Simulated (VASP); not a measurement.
Here is the system:

```xyz
4
Lattice="4.1550 0.0000 0.0000 -2.0775 3.5983 0.0000 0.0000 0.0000 5.6282" Properties=species:S:1:pos:R:3 pbc="T T T"
Pd     0.0000     0.0000     5.6282
Pd     0.0000     0.0000     2.8141
Te     0.0000     2.3989     1.4070
Te     2.0775     1.1994     4.2211
```

Method: PBEsol GGA, VASP's PBE PAW potentials (set 64) (plane waves; VASP 6.6.1). Numerical set-up: 400 eV cut-off, Gaussian smearing of 0.050 eV, potentials Pd Te.

Unless said otherwise, spin-orbit coupling is left out, though it shifts the bands of the heavy elements here.

Estimate the band gap (along the path) with the smallest direct gap where there is one.

```
Property                                                      Value
-------------------------  ----------------------------------------
band gap (along the path)  none (metal, semimetal or under 0.01 eV)
```

Total energies compare only between runs with the same potentials, cut-off and functional.

The structure was generated: PdTe was put into the NiAs type type (P6_3/mmc), which need not be its known phase. It was relaxed first, which changed the volume by -19 %.
